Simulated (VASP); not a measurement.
Method: PBEsol GGA, VASP's PBE PAW potentials (set 64) (plane waves; VASP).

The input files of a VASP run:

File POSCAR:
```
Al3Sc
1
    4.1380510000     0.0000000000     0.0000000000
    0.0000000000     4.0999910000     0.0000000000
    0.0000000000     0.0000000000     4.1803850000
Sc Al
1 3
Direct
  0.0000000000   0.0000000000   0.0000000000
  0.0000000000   0.5000000000   0.5000000000
  0.5000000000   0.0000000000   0.5000000000
  0.5206350000   0.5000000000   0.0000000000
```

KPOINTS:
```
Automatic mesh
0
Gamma
7 7 7
0 0 0
```

**INCAR**
```
# general
SYSTEM =Al3Sc
PREC   =Accurate
ENCUT  =400
LREAL  =F
LASPH  =T

# electronic loop
EDIFF  =1E-6
NELM   =100
ALGO   =Normal
LMAXMIX=4

# smearing
ISMEAR =1
SIGMA  =0.1

# functional
GGA    =PS

# ions
ISIF   =2

# output
LWAVE  =F
LCHARG =F
```

POTCAR, in this order: Sc_sv Al (PBE.64 set). Program: vasp_std.

Task: What will the output report for the number of irreducible k-points (NKPTS), number of bands (NBANDS), largest plane-wave count, number of space-group operations, FFT grid (NGX, NGY, NGZ)?

Result: 
| Item | Value |
|---|---|
| number of irreducible k-points (NKPTS) | 64 |
| number of bands (NBANDS) | 14 |
| largest plane-wave count | 1321 |
| number of space-group operations | 4 |
| FFT grid (NGX, NGY, NGZ) | 28 × 28 × 28 |

The compound is Al3Sc in the L1_2 structure. The cell was not relaxed at this level, atoms are displaced from their ideal sites. The run is one of a series of settings (GGA = PS against the base run), some of them coarse on purpose.
